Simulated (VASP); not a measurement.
Here is the system:

```xyz
4
Lattice="4.3964 0.0000 0.0000 0.0000 4.3964 0.0000 0.0000 0.0000 6.2254" Properties=species:S:1:pos:R:3 pbc="T T T"
Zn     2.1982     2.1982     3.1127
Hg     0.0000     0.0000     0.0000
Te     0.0000     2.1982     1.6938
Te     2.1982     0.0000     4.5315
```

Calculation: LDA (Ceperley-Alder, Perdew-Zunger), VASP's LDA PAW potentials (set 64) (plane waves; VASP 6.6.1). Numerical set-up: 400 eV cut-off, 12×12×8 Γ-centred mesh, Gaussian smearing of 0.010 eV, potentials Zn Hg Te.

Q: The job: ZnHgTe$_{2}$ (space group P-4m2), 4 atoms, LDA, optics run with many empty bands, 400 eV, 12×12×8 Γ-centred mesh. Roughly how much core time does it take on a busy server core?

A: About 7 core-minutes (one run on a shared machine, a rough figure). It had 140 irreducible k-points, 66 bands, up to 2212 plane waves and 14 electronic steps.

The structure comes from a computed database's ZnHgTe2 entry (P-4m2); how it stands against other phases isn't given here. It was relaxed first, which changed the volume by -6 %.
